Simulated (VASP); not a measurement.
Energy against volume of WSi2 (MoSi2 type). Method: PBE GGA, VASP's PBE PAW potentials (set 64) (plane waves; VASP 6.6.1). Run with 520 eV cut-off, 13×13×13 Γ-centred mesh, first-order Methfessel-Paxton smearing of 0.10 eV, potentials Si W_sv.

Shape and ions are relaxed at each volume.

| V (Å³/atom) | E (eV/atom) |
|---|---|
| 13.266 | -8.26277 |
| 13.676 | -8.27176 |
| 14.086 | -8.26398 |
| 14.496 | -8.24197 |

### Question
Fit these four points and predict the energy of the run at 12.855 Å³/atom.

### Answer
A cubic in V^(−2/3), the third-order Birch-Murnaghan form, passes through the four points with V0 = 13.68 Å³/atom and B0 = 218 GPa, and gives -8.2339 eV/atom there. The run gave -8.2340 eV/atom, -0.1 meV/atom from the fit; all five points give B0 = 217 GPa.

The compound is WSi2 in the MoSi2 type structure. It was relaxed first.
